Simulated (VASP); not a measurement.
# A point defect in a supercell of TaAs, part 2 of 3

How easily does a point defect form in TaAs? The host is relaxed first, then a supercell is run with and without the defect. The start is a computed cell from the Materials Project.

VASP 6.6.1, plane waves and PAW; the level of theory is named at each step.

So far. Step 2 (The host at zero pressure): The run ended after 7 ionic steps, 0.063 eV below its first step, once forces and stress met EDIFFG = -0.02.

## Step 3: The perfect supercell

Level of this step: LDA; plane waves and PAW (Ta, As) (VASP).

System of this step: TaAs. It takes space group I4_1md (No. 109, tetragonal). The conventional cell has a = 3.407 Å, b = 3.407 Å, c = 11.535 Å, α = 90.00°, β = 90.00°, γ = 90.00°. Ta has 6 As at 2.58 to 2.59 Å nearest. As has 6 Ta at 2.58 to 2.59 Å nearest. Farther neighbours are not listed.

The same cell, mesh and cutoff without the defect give the energy to subtract and, in a gapped host, the band edges to count from, so that most errors cancel.

The input, INCAR:

```
SYSTEM = TaAs
PREC = Normal
ENCUT = 300
EDIFF = 1E-05
NELM = 120
ISMEAR = 1
SIGMA = 0.2
LREAL = Auto
ALGO = Fast
GGA = CA
NBANDS = 104
LASPH = .TRUE.
LORBIT = 11
LWAVE = .FALSE.
LCHARG = .FALSE.
KPAR = 4
```

The input, POSCAR:

```
TaAs
1.0
    5.1105950214     -1.7035316738     -5.7672536796
   -1.7035316738      5.1105950214     -5.7672536796
   -3.4070633476     -3.4070633476     34.6035220776
Ta As
16 16
Direct
    0.2501598776      0.2501598776      0.2501598776
    0.7501598776      0.7501598776      0.2501598776
    0.7501598776      0.2501598776      0.5001598776
    0.2501598775      0.7501598776      0.5001598776
    0.2501598776      0.2501598776      0.7501598776
    0.7501598776      0.7501598776      0.7501598776
    0.7501598775      0.2501598776      0.0001598776
    0.2501598775      0.7501598776      0.0001598776
    0.6251598776      0.3751598776      0.2501598776
    0.1251598776      0.8751598776      0.2501598776
    0.1251598776      0.3751598776      0.5001598776
    0.6251598776      0.8751598776      0.5001598776
    0.6251598776      0.3751598776      0.7501598776
    0.1251598776      0.8751598776      0.7501598776
    0.1251598775      0.3751598776      0.0001598776
    0.6251598775      0.8751598776      0.0001598776
    0.0411398324      0.0411398325      0.0411398325
    0.5411398325      0.5411398325      0.0411398325
    0.5411398325      0.0411398324      0.2911398325
    0.0411398325      0.5411398325      0.2911398325
    0.0411398325      0.0411398325      0.5411398325
    0.5411398325      0.5411398325      0.5411398325
    0.5411398325      0.0411398324      0.7911398325
    0.0411398325      0.5411398324      0.7911398325
    0.4161398325      0.6661398325      0.2911398325
    0.9161398325      0.1661398325      0.2911398325
    0.9161398325      0.6661398325      0.5411398325
    0.4161398325      0.1661398325      0.5411398325
    0.4161398325      0.6661398325      0.7911398325
    0.9161398325      0.1661398325      0.7911398325
    0.9161398325      0.6661398325      0.0411398325
    0.4161398325      0.1661398325      0.0411398325
```

The input, KPOINTS:

```
Automatic mesh
0
Gamma
7 7 3
0 0 0
```

Potentials, in the order of the species: Ta and As (LDA family, release 64).

Command:

```sh
mpirun -np 4 vasp_std
```

Log:

```text
[banner, memory and clock lines left out]
running    4 mpi-ranks, on    1 nodes
 distrk:  each k-point on    1 cores,    4 groups
 distr:  one band on    1 cores,    1 groups

 POSCAR found type information on POSCAR TaAs
 POSCAR found :  2 types and      32 ions
 LDA part: xc-table for (Slater(with rela. corr.)+CA(PZ))
 , standard interpolation
 POSCAR, INCAR and KPOINTS ok, starting setup
 FFT: planning ... GRIDC
 FFT: planning ... GRID_SOFT
 FFT: planning ... GRID
 WAVECAR not read
 entering main loop
       N       E                     dE             d eps       ncg     rms          rms(c)
DAV:   1     0.338006084959E+03    0.33801E+03   -0.47282E+04  9152   0.850E+02
DAV:   2    -0.282239332286E+03   -0.62025E+03   -0.59193E+03 11320   0.176E+02
DAV:   3    -0.325659461905E+03   -0.43420E+02   -0.42287E+02 11680   0.451E+01
DAV:   4    -0.327044233456E+03   -0.13848E+01   -0.13721E+01 11904   0.799E+00
DAV:   5    -0.327091473216E+03   -0.47240E-01   -0.47091E-01 11800   0.134E+00    0.675E+01
RMM:   6    -0.313522112458E+03    0.13569E+02   -0.30325E+01  9340   0.105E+01    0.322E+01
RMM:   7    -0.313414479946E+03    0.10763E+00   -0.35217E+01  9990   0.101E+01    0.423E+00
RMM:   8    -0.312872902081E+03    0.54158E+00   -0.11379E+01  9337   0.707E+00    0.745E+00
RMM:   9    -0.312504850872E+03    0.36805E+00   -0.13295E+00 10436   0.311E+00    0.737E-01
RMM:  10    -0.312579826602E+03   -0.74976E-01   -0.70194E-01 11293   0.136E+00    0.102E+00
RMM:  11    -0.312550702463E+03    0.29124E-01   -0.10373E-01 10950   0.707E-01    0.770E-01
RMM:  12    -0.312540772662E+03    0.99298E-02   -0.52626E-02 11192   0.414E-01    0.240E-01
RMM:  13    -0.312541213659E+03   -0.44100E-03   -0.20093E-02 11769   0.238E-01    0.549E-02
RMM:  14    -0.312541565811E+03   -0.35215E-03   -0.30947E-03 12598   0.922E-02    0.918E-02
RMM:  15    -0.312541432273E+03    0.13354E-03   -0.89986E-04 11009   0.582E-02    0.377E-03
RMM:  16    -0.312541459960E+03   -0.27687E-04   -0.27712E-04 12758   0.271E-02    0.175E-02
RMM:  17    -0.312541453362E+03    0.65974E-05   -0.28715E-05  8210   0.105E-02
   1 F= -.31254145E+03 E0= -.31255374E+03  d E =0.368713E-01
```

Elapsed: 19 min, on 4 MPI ranks of Intel Xeon Platinum 8488C (Sapphire Rapids), shared host; peak memory 3.3 GiB.

Parts of OUTCAR (step 3):

```text
  LATTYP: Found a base centered monoclinic cell.
 ALAT       =    12.5004408454
 B/A-ratio  =     0.7709032431
 C/A-ratio  =     0.7709032431
 COS(beta)  =    -0.3854516216

 Subroutine GETGRP returns: Found  2 space group operations
 (whereof  1 operations were pure point group operations)

The static configuration has the point symmetry C_1 .
 The point group associated with its full space group is C_1h.

 Found     44 irreducible k-points:

   k-points           NKPTS =     44   k-points in BZ     NKDIM =     44   number of bands    NBANDS=    104

   dimension x,y,z NGX =    36 NGY =   36 NGZ =  150
   dimension x,y,z NGXF=    72 NGYF=   72 NGZF=  300

   ENCUT  =  300.0 eV  22.05 Ry    4.70 a.u.  11.15 11.15 49.34*2*pi/ulx,y,z

   NELECT =     160.0000    total number of electrons

 E-fermi :   7.4983

 k-point     1 :       0.0000    0.0000    0.0000
  band No.  band energies     occupation
    ...
     76       6.3989      2.00000
     77       6.4682      2.00000
     78       6.4682      2.00000
     79       7.2638      2.07000
     80       7.2638      2.07000
     81       7.5951      0.27733
     82       7.5951      0.27731
     83       8.3497     -0.00000
     84       8.3497     -0.00000
     85       8.3937     -0.00000
    ...

 k-point     2 :       0.1429   -0.0000   -0.0000
  band No.  band energies     occupation
    ...
     76       6.5612      2.00000
     77       6.6524      2.00000
     78       6.6754      2.00000
     79       6.8541      2.00005
     80       7.0422      2.00584
     81       7.9463     -0.00682
     82       7.9893     -0.00282
     83       8.0007     -0.00219
     84       8.4028     -0.00000
     85       8.4841     -0.00000
    ...

  Total       -0.2145487     -0.2145487     -1.9057476     -0.0175778     -0.0256494     -0.0256493
  in kB       -0.6418257     -0.6418257     -5.7010718     -0.0525842     -0.0767304     -0.0767304
  external PRESSURE =      -2.3282410 kB  Pullay stress =       0.0000000 kB

  energy-cutoff  :      300.00
  volume of cell :      535.57
      direct lattice vectors                 reciprocal lattice vectors
     5.110595021 -1.703531674 -5.767253680     0.293507898  0.146753949  0.043348189
    -1.703531674  5.110595021 -5.767253680     0.146753949  0.293507898  0.043348189
    -3.407063348 -3.407063348 34.603522078     0.073376974  0.073376974  0.043348189

 POSITION                                       TOTAL-FORCE (eV/Angst)
 -----------------------------------------------------------------------------------
      0.00000      0.00000      5.77094         0.000280      0.001170     -0.010667
      1.70353      1.70353      0.00369         0.000280      0.001170     -0.010667
      1.70353     -1.70353     11.53820         0.000280      0.001170     -0.010667
     -1.70353      1.70353     11.53820         0.000280      0.001170     -0.010667
     -1.70353     -1.70353     23.07270         0.000280      0.001170     -0.010667
     -0.00000     -0.00000     17.30545         0.000280      0.001170     -0.010667
      3.40706      0.00000     -5.76357         0.000280      0.001170     -0.010667
     -0.00000      3.40706     -5.76357         0.000280      0.001170     -0.010667
      1.70353      0.00000      2.88732         0.001170      0.000280     -0.010667
     -1.70353      3.40706      2.88732         0.001170      0.000280     -0.010667
     -1.70353      0.00000     14.42182         0.001170      0.000280     -0.010667
      0.00000      1.70353      8.65457         0.001170      0.000280     -0.010667
      0.00000     -1.70353     20.18908         0.001170      0.000280     -0.010667
     -3.40706      1.70353     20.18908         0.001170      0.000280     -0.010667
     -0.00000      1.70353     -2.87994         0.001170      0.000280     -0.010667
      1.70353      3.40706     -8.64719         0.001170      0.000280     -0.010667
     -0.00000      0.00000      0.94906        -0.000736     -0.000715      0.010667
      1.70353      1.70353     -4.81820        -0.000736     -0.000715      0.010667
      1.70353     -1.70353      6.71631        -0.000736     -0.000715      0.010667
     -1.70353      1.70353      6.71631        -0.000736     -0.000715      0.010667
     -1.70353     -1.70353     18.25082        -0.000736     -0.000715      0.010667
      0.00000      0.00000     12.48356        -0.000736     -0.000715      0.010667
      0.00000     -3.40706     24.01807        -0.000736     -0.000715      0.010667
     -3.40706     -0.00000     24.01807        -0.000736     -0.000715      0.010667
      0.00000      1.70353      3.83268        -0.000715     -0.000736      0.010667
      3.40706     -1.70353      3.83268        -0.000715     -0.000736      0.010667
      1.70353      0.00000      9.59994        -0.000715     -0.000736      0.010667
      0.00000     -1.70353     15.36719        -0.000715     -0.000736      0.010667
     -1.70353      0.00000     21.13444        -0.000715     -0.000736      0.010667
      1.70353     -3.40706     21.13444        -0.000715     -0.000736      0.010667
      3.40706      1.70353     -7.70183        -0.000715     -0.000736      0.010667
      1.70353      0.00000     -1.93457        -0.000715     -0.000736      0.010667
 -----------------------------------------------------------------------------------
    total drift:                               -0.002115     -0.002115      0.011499

  FREE ENERGIE OF THE ION-ELECTRON SYSTEM (eV)
  ---------------------------------------------------
  free  energy   TOTEN  =      -312.5414533623 eV

  energy  without entropy=     -312.5783246626  energy(sigma->0) =     -312.55374380

 total charge
# of ion       s       p       d       tot
------------------------------------------
    1        0.533   0.721   3.520   4.774
    2        0.533   0.721   3.520   4.774
    3        0.533   0.721   3.520   4.774
    4        0.533   0.721   3.520   4.774
    5        0.533   0.721   3.520   4.774
    6        0.533   0.721   3.520   4.774
    7        0.533   0.721   3.520   4.774
    8        0.533   0.721   3.520   4.774
    9        0.533   0.721   3.520   4.774
   10        0.533   0.721   3.520   4.774
   11        0.533   0.721   3.520   4.774
   12        0.533   0.721   3.520   4.774
   13        0.533   0.721   3.520   4.774
   14        0.533   0.721   3.520   4.774
   15        0.533   0.721   3.520   4.774
   16        0.533   0.721   3.520   4.774
   17        1.199   1.709   0.087   2.994
   18        1.199   1.709   0.087   2.994
   19        1.199   1.709   0.087   2.994
   20        1.199   1.709   0.087   2.994
   21        1.199   1.709   0.087   2.994
   22        1.199   1.709   0.087   2.994
   23        1.199   1.709   0.087   2.994
   24        1.199   1.709   0.087   2.994
   25        1.199   1.709   0.087   2.994
   26        1.199   1.709   0.087   2.994
   27        1.199   1.709   0.087   2.994
   28        1.199   1.709   0.087   2.994
   29        1.199   1.709   0.087   2.994
   30        1.199   1.709   0.087   2.994
   31        1.199   1.709   0.087   2.994
   32        1.199   1.709   0.087   2.994
--------------------------------------------------
tot         27.705  38.872  57.722 124.298

[... 7 further parts left out ...]
```

Numbers from this step:

* electronic cycles: 17
* electrons: 160
* free energy (TOTEN): -312.5415 eV
* energy at zero smearing: -312.5537 eV
* Fermi energy: 7.498 eV

A spacing of under 0.3 eV between levels on this mesh is not given as a gap, since the run was smeared as a metal.

The host is treated as a metal, as its relaxation found a gap under 0.3 eV or none, and only the neutral defect is run.

[end of part 2 of 3]

[Lines on the potential files, build, host, timing and source positions are cut from VASP's logs without a mark.]

[Logs are printed without paths, hosts, clocks, repeated set-up lines and the standing remarks that a program may print on its own settings, such as how far it seeks lower states.]

[Hosts, paths, dates, database ids (printed as entryN), source tags and the programs' standing remarks are cut or masked in the printed files.]

[In band tables of VASP the shares of atoms and orbitals are scaled to a sum of 1 inside the atoms' spheres.]

[Runs that stopped without an error message from VASP are left out.]
